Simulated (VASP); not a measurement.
All values below come from PBE GGA, VASP's PBE PAW potentials (set 64) (plane waves; VASP).

Input for VASP

POSCAR:
```
CdS
1
    0.0000000000     2.9429550000     2.9429550000
    2.9429550000     0.0000000000     2.9429550000
    2.9429550000     2.9429550000     0.0000000000
Cd S
1 1
Direct
  0.0000000000   0.0000000000   0.0000000000
  0.2500000000   0.2500000000   0.2500000000
```

**KPOINTS**
```
kpoints
0
gamma
 4 4 4
```

### INCAR
```
SYSTEM = CdS
PREC = Normal
ENCUT = 500
EDIFF = 1E-8
NELM = 100
ALGO = Normal
LREAL = .FALSE.
LASPH = .TRUE.
ISMEAR = 0
SIGMA = 0.01
GGA = PE
LWAVE = .TRUE.
LCHARG = .FALSE.
```

POTCAR, in this order: Cd_sv_GW S_GW (PBE.64 set). Program: vasp_std.

What VASP printed:

OSZICAR:
```
       N       E                     dE             d eps       ncg     rms          rms(c)
DAV:   1     0.382823859207E+03    0.38282E+03   -0.14787E+04   296   0.188E+03
DAV:   2     0.401943605100E+02   -0.34263E+03   -0.33081E+03   280   0.681E+02
DAV:   3    -0.510826011985E+01   -0.45303E+02   -0.44977E+02   407   0.237E+02
DAV:   4    -0.663590382199E+01   -0.15276E+01   -0.15259E+01   336   0.481E+01
DAV:   5    -0.674639814997E+01   -0.11049E+00   -0.11049E+00   484   0.129E+01    0.198E+01
DAV:   6    -0.619582415550E+01    0.55057E+00   -0.16150E+00   424   0.217E+01    0.150E+01
DAV:   7    -0.618217288883E+01    0.13651E-01   -0.45093E-01   408   0.665E+00    0.529E+00
DAV:   8    -0.617707701304E+01    0.50959E-02   -0.48763E-02   402   0.319E+00    0.238E-01
DAV:   9    -0.617696130666E+01    0.11571E-03   -0.31991E-03   392   0.153E+00    0.689E-02
DAV:  10    -0.617708103788E+01   -0.11973E-03   -0.22225E-04   385   0.162E-01    0.653E-02
DAV:  11    -0.617709320172E+01   -0.12164E-04   -0.27037E-05   343   0.445E-02    0.105E-02
DAV:  12    -0.617709799832E+01   -0.47966E-05   -0.11964E-05   370   0.595E-02    0.194E-02
DAV:  13    -0.617709712973E+01    0.86860E-06   -0.41139E-06   399   0.433E-02    0.168E-03
DAV:  14    -0.617709711352E+01    0.16202E-07   -0.35918E-07   353   0.375E-03    0.110E-03
DAV:  15    -0.617709714348E+01   -0.29951E-07   -0.17500E-08   243   0.124E-03    0.725E-04
DAV:  16    -0.617709714932E+01   -0.58453E-08   -0.35921E-09   161   0.162E-03
   1 F= -.61770971E+01 E0= -.61770971E+01  d E =0.000000E+00
```

File OUTCAR:
```
------------------------ aborting loop because EDIFF is reached ----------------------------------------
  FORCE on cell =-STRESS in cart. coord.  units (eV):
  Direction    XX          YY          ZZ          XY          YZ          ZX
  --------------------------------------------------------------------------------------
  Total        0.0092421      0.0092421      0.0092421     -0.0000000      0.0000000      0.0000000
  in kB        0.2904690      0.2904690      0.2904690     -0.0000000      0.0000000      0.0000000
  external PRESSURE =       0.2904690 kB  Pullay stress =       0.0000000 kB
  volume of cell :       50.98
      direct lattice vectors                 reciprocal lattice vectors
     0.000000000  2.942955000  2.942955000    -0.169897263  0.169897263  0.169897263
     2.942955000  0.000000000  2.942955000     0.169897263 -0.169897263  0.169897263
     2.942955000  2.942955000  0.000000000     0.169897263  0.169897263 -0.169897263
  FREE ENERGIE OF THE ION-ELECTRON SYSTEM (eV)
  ---------------------------------------------------
  free  energy   TOTEN  =        -6.1770971493 eV

  energy  without entropy=       -6.1770971493  energy(sigma->0) =       -6.17709715
```
(Selected blocks of OUTCAR.)

The structure comes from a computed database's CdS entry (F-43m); how it stands against other phases isn't given here. The cell was not relaxed at this level. The k-mesh is coarse (spacing up to 0.46 per Å, 2π included), so the numbers may not be converged in it.
